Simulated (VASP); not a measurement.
Here is the system:

```yaml
crystal:
  lattice:
    - [4.01600, 0.00000, 0.00000]
    - [0.00000, 4.01600, 0.00000]
    - [0.00000, 0.00000, 4.01600]
  atoms:
    - { symbol: K, position: [0.00000, 0.00000, 0.00000] }
    - { symbol: Ta, position: [0.50000, 0.50000, 0.50000] }
    - { symbol: O, position: [0.50000, 0.00000, 0.50000] }
    - { symbol: O, position: [0.00000, 0.50000, 0.50000] }
    - { symbol: O, position: [0.50000, 0.50000, 0.00000] }
```

These are PBE GGA with D3 dispersion (zero damping), VASP's PBE PAW potentials (set 64) (plane waves; VASP 6.6.1) values and carry that method's errors. Numerical set-up: 520 eV cut-off, 6×6×6 Γ-centred mesh, tetrahedra with Blöchl corrections, potentials K_sv Ta_pv O.

Unless said otherwise, spin-orbit coupling is left out, though it shifts the bands of the heavy elements here.

Problem. Tabulate the total density of states (states/eV per cell) against energy (eV; zero at the valence-band maximum or, without a gap, the Fermi level).

Solution. 
```
E (eV) | DOS (states/eV)
    -9.93 |  0.00
    -9.57 |  0.00
    -9.09 |  0.00
    -8.73 |  0.00
    -8.37 |  0.00
    -7.89 |  0.00
    -7.53 |  0.00
    -7.17 |  0.00
    -6.81 |  0.00
    -6.33 |  0.00
    -5.97 |  0.00
    -5.61 |  0.00
    -5.13 | ######### 2.16
    -4.77 | ######### 2.22
    -4.41 | ####### 1.68
    -3.93 | ########## 2.45
    -3.57 | ############ 3.00
    -3.21 | ################## 4.31
    -2.73 | ######################## 5.80
    -2.37 | ############ 2.95
    -2.01 | ########## 2.37
    -1.65 | ######### 2.07
    -1.17 | ############################## 7.28
    -0.81 | ############################## 7.22
    -0.45 | ########## 2.55
     0.03 | # 0.13
     0.39 |  0.00
     0.75 |  0.00
     1.23 |  0.00
     1.59 |  0.00
     1.95 |  0.00
     2.43 | # 0.31
     2.79 | ### 0.72
     3.15 | ##### 1.18
     3.51 | ##### 1.10
     3.99 | ###### 1.36
     4.35 | ######### 2.23
     4.71 | ############# 3.18
     5.19 | ######## 2.01
     5.55 | ####### 1.67
```
Within 2 eV below the valence-band maximum the largest weight inside VASP's projection spheres is O p.

The compound is KTaO3 in the cubic perovskite structure. It was relaxed first.
